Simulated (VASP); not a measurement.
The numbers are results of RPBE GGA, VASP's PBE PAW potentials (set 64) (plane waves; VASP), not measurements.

The input files of a VASP run:

### KPOINTS
```
k-points along high-symmetry lines
15
Line-mode
Reciprocal
  0.000000   0.000000   0.000000 ! GAMMA
 -0.500000  -0.500000   0.000000 ! X

 -0.500000  -0.500000   0.000000 ! X
 -0.375000  -0.375000   0.250000 ! U

 -0.375000  -0.000000   0.375000 ! K
  0.000000   0.000000   0.000000 ! GAMMA

  0.000000   0.000000   0.000000 ! GAMMA
 -0.000000  -0.000000   0.500000 ! L

 -0.000000  -0.000000   0.500000 ! L
 -0.500000  -0.250000   0.250000 ! W

 -0.500000  -0.250000   0.250000 ! W
 -0.500000  -0.500000   0.000000 ! X
```

### INCAR
```
SYSTEM = InP
PREC = Accurate; ENCUT = 520; LREAL = F
LASPH = T; ICHARG = 11
EDIFF = 1E-7; NELM = 100; ALGO = Normal
LMAXMIX = 4
ISMEAR = 0; SIGMA = 0.05
GGA = RP
LWAVE = F; LCHARG = F; LORBIT = 11
```

POSCAR:
```
InP
1
    0.0000000000     3.0074208767     3.0074208767
    3.0074208767     0.0000000000     3.0074208767
    3.0074208767     3.0074208767     0.0000000000
In P
1 1
Direct
  0.0000000000   0.0000000000   0.0000000000
  0.2500000000   0.2500000000   0.2500000000
```

POTCAR, in this order: In_d P (PBE.64 set). Program: vasp_std. Read from the step before: CHGCAR.

Output

**OSZICAR**
```
       N       E                     dE             d eps       ncg     rms          rms(c)
DAV:   1     0.112681959042E+03    0.11268E+03   -0.86476E+03  2355   0.152E+03
DAV:   2     0.166328804307E+01   -0.11102E+03   -0.10775E+03  2445   0.327E+02
DAV:   3    -0.638826064971E+01   -0.80515E+01   -0.78785E+01  3065   0.902E+01
DAV:   4    -0.662057912477E+01   -0.23232E+00   -0.23213E+00  2798   0.171E+01
DAV:   5    -0.663097367337E+01   -0.10395E-01   -0.10394E-01  3496   0.310E+00
DAV:   6    -0.663118459801E+01   -0.21092E-03   -0.21092E-03  2925   0.397E-01
DAV:   7    -0.663119113510E+01   -0.65371E-05   -0.65374E-05  3576   0.717E-02
DAV:   8    -0.663119122931E+01   -0.94211E-07   -0.94349E-07  2821   0.849E-03
   1 F= -.66311912E+01 E0= -.66311912E+01  d E =-.795824E-10
```

**OUTCAR**
```
 val. band max:        4.4784547142   @ k =   0.0000   0.0000   0.0000

 cond. band min:       4.8973151978   @ k =   0.0000   0.0000   0.0000



 k-point     1 :       0.0000    0.0000    0.0000
  band No.  band energies     occupation
      1      -9.5958      2.00000
      2      -9.5958      2.00000
      3      -9.5958      2.00000
      4      -9.4809      2.00000
      5      -9.4809      2.00000
      6      -6.5030      2.00000
      7       4.4785      2.00000
      8       4.4785      2.00000
      9       4.4785      2.00000
     10       4.8973      0.00000
     11       8.6102      0.00000
     12       8.6102      0.00000
     13       8.6102      0.00000

 k-point     2 :      -0.0357   -0.0357    0.0000
  band No.  band energies     occupation
      1      -9.5978      2.00000
      2      -9.5948      2.00000
      3      -9.5948      2.00000
      4      -9.4813      2.00000
      5      -9.4806      2.00000
      6      -6.4857      2.00000
      7       4.1389      2.00000
      8       4.4357      2.00000
      9       4.4357      2.00000
     10       5.2348      0.00000
     11       8.5510      0.00000
     12       8.6703      0.00000
     13       8.6703      0.00000

 k-point     3 :      -0.0714   -0.0714    0.0000
  band No.  band energies     occupation
      1      -9.6039      2.00000
      2      -9.5920      2.00000
      3      -9.5920      2.00000
      4      -9.4823      2.00000
      5      -9.4796      2.00000
      6      -6.4342      2.00000
      7       3.6536      2.00000
      8       4.3155      2.00000
      9       4.3155      2.00000
     10       5.7112      0.00000
     11       8.3899      0.00000
     12       8.8423      0.00000
     13       8.8423      0.00000

 k-point     4 :      -0.1071   -0.1071    0.0000
  band No.  band energies     occupation
      1      -9.6134      2.00000
      2      -9.5875      2.00000
      3      -9.5875      2.00000
      4      -9.4840      2.00000
...
```

The density is held fixed in this step, so its total energy and stress have no physical meaning. Unless said otherwise, spin-orbit coupling is left out, though it shifts the bands of the heavy elements here.

The compound is InP in the zinc blende structure. It was relaxed first, which changed the volume by +8 %.
